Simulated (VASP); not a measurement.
Output of a VASP run:

### OSZICAR
```
       N       E                     dE             d eps       ncg     rms          rms(c)
DAV:   1     0.988554467042E+03    0.98855E+03   -0.37546E+04  2645   0.368E+03
DAV:   2     0.147983892363E+03   -0.84057E+03   -0.81511E+03  2200   0.964E+02
DAV:   3    -0.284172048000E+02   -0.17640E+03   -0.17192E+03  2418   0.231E+02
DAV:   4    -0.413169913634E+02   -0.12900E+02   -0.12811E+02  2594   0.728E+01
DAV:   5    -0.416577699623E+02   -0.34078E+00   -0.34022E+00  2586   0.135E+01    0.748E+00
DAV:   6    -0.412138971792E+02    0.44387E+00   -0.25963E-01  2726   0.404E+00    0.432E+00
DAV:   7    -0.409874809526E+02    0.22642E+00   -0.36973E-01  2438   0.593E+00    0.349E-01
DAV:   8    -0.409920519248E+02   -0.45710E-02   -0.47765E-02  2637   0.643E+00    0.212E-01
DAV:   9    -0.409935438622E+02   -0.14919E-02   -0.83423E-03  3320   0.104E+00    0.956E-02
DAV:  10    -0.409936779830E+02   -0.13412E-03   -0.66800E-04  2997   0.455E-01    0.550E-02
DAV:  11    -0.409937765123E+02   -0.98529E-04   -0.36047E-04  2906   0.242E-01    0.115E-02
DAV:  12    -0.409938010556E+02   -0.24543E-04   -0.22568E-04  2534   0.187E-01    0.831E-03
DAV:  13    -0.409937998252E+02    0.12304E-05   -0.15187E-05  3008   0.177E-01    0.519E-03
DAV:  14    -0.409937999771E+02   -0.15188E-06   -0.65762E-06  3558   0.110E-01    0.219E-03
DAV:  15    -0.409938013811E+02   -0.14040E-05   -0.13197E-05  2664   0.361E-02    0.101E-03
DAV:  16    -0.409938016606E+02   -0.27948E-06   -0.43219E-06  2126   0.437E-02    0.781E-04
DAV:  17    -0.409938016415E+02    0.19048E-07   -0.35067E-07  2069   0.273E-02
   1 F= -.40993802E+02 E0= -.40993802E+02  d E =0.000000E+00
```

OUTCAR:
```
------------------------ aborting loop because EDIFF is reached ----------------------------------------
  FORCE on cell =-STRESS in cart. coord.  units (eV):
  Direction    XX          YY          ZZ          XY          YZ          ZX
  --------------------------------------------------------------------------------------
  Total       -0.0002132     -0.0002132     -0.0002132      0.0981271     -0.0981271     -0.0981271
  in kB       -0.0019455     -0.0019455     -0.0019455      0.8952308     -0.8952308     -0.8952308
  external PRESSURE =      -0.0019455 kB  Pullay stress =       0.0000000 kB
  volume of cell :      175.62
      direct lattice vectors                 reciprocal lattice vectors
     0.000000000  2.802074427  2.802074427    -0.178571453  0.178307005  0.178571453
     2.802074427  0.000000000  2.802074427     0.178307005 -0.178571453  0.178571453
    11.191723761 11.191723761  0.016573945     0.044708975  0.044708975 -0.044708975
 POSITION                                       TOTAL-FORCE (eV/Angst)
 -----------------------------------------------------------------------------------
      2.82537      2.82537      5.58086        -0.004690     -0.004690      0.004690
      1.37671      1.37671      1.42536         0.004690      0.004690     -0.004690
      2.76295      2.76295      0.03913        -0.010190     -0.010190      0.010190
      4.17833      4.17833      1.42581         0.003702      0.003702     -0.003702
      5.59000      5.59000      0.01415        -0.011307     -0.011307      0.011307
      7.00173      7.00173      1.40450         0.011307      0.011307     -0.011307
     11.21546     11.21546      5.59698        -0.003702     -0.003702      0.003702
      9.82878      9.82878      1.37952         0.010190      0.010190     -0.010190
 -----------------------------------------------------------------------------------
    total drift:                                0.000161      0.000161     -0.000374
  FREE ENERGIE OF THE ION-ELECTRON SYSTEM (eV)
  ---------------------------------------------------
  free  energy   TOTEN  =       -40.9938016415 eV

  energy  without entropy=      -40.9938016415  energy(sigma->0) =      -40.99380164

 total charge

# of ion       s       p       d       tot
------------------------------------------
    1        0.755   0.894   0.000   1.649
    2        0.755   0.894   0.000   1.649
    3        1.121   1.297  10.027  12.446
    4        1.124   1.278  10.026  12.428
    5        1.124   1.280  10.027  12.431
    6        1.124   1.280  10.027  12.431
    7        1.124   1.278  10.026  12.428
    8        1.121   1.297  10.027  12.446
--------------------------------------------------
tot          8.248   9.499  60.160  77.907
```
(Selected blocks of OUTCAR.)

POSCAR:
```
Ge6Si2
1
   -0.0000000000     2.8020744267     2.8020744267
    2.8020744267    -0.0000000000     2.8020744267
   11.1917237614    11.1917237614     0.0165739453
Si Ge
2 6
Direct
  0.9958348023   0.9958348023   0.0031238983
  0.2541651977   0.2541651977   0.0593761017
  0.0062562345   0.0062562345   0.2453078241
  0.2535047432   0.2535047432   0.3098714426
  0.0010483251   0.0010483251   0.4992137562
  0.2489516749   0.2489516749   0.5632862438
  0.9964952568   0.9964952568   0.7526285574
  0.2437437655   0.2437437655   0.8171921759
```

**Question.** Reconstruct the remaining input files.

**Answer.** One answer among several that fit: the input of the run itself, PBEsol GGA, plane waves, VASP's PBE PAW potentials (set 64).

### INCAR
```
! general
SYSTEM   =  Ge6Si2
PREC     =  Accurate
ENCUT    =  400
LREAL    =  .False.
LASPH    =  .True.

! electronic loop
EDIFF    =  1E-7
NELM     =  100
ALGO     =  Normal
LMAXMIX  =  4

! smearing
ISMEAR   =  -5

! functional
GGA      =  PS

! ions
ISIF     =  2

! output
LWAVE    =  .False.
LCHARG   =  .True.
LORBIT   =  11
NEDOS    =  601

! other
LEFG     =  .True.
```

KPOINTS:
```
Regular mesh
0
gamma
8 8 2
0 0 0
```

POTCAR, in this order: Si Ge_d (PBE.64 set). Program: vasp_std.

The structure was generated: Ge6Si2 was put into an ordered model structure (R-3m), which need not be its known phase. It was relaxed first.
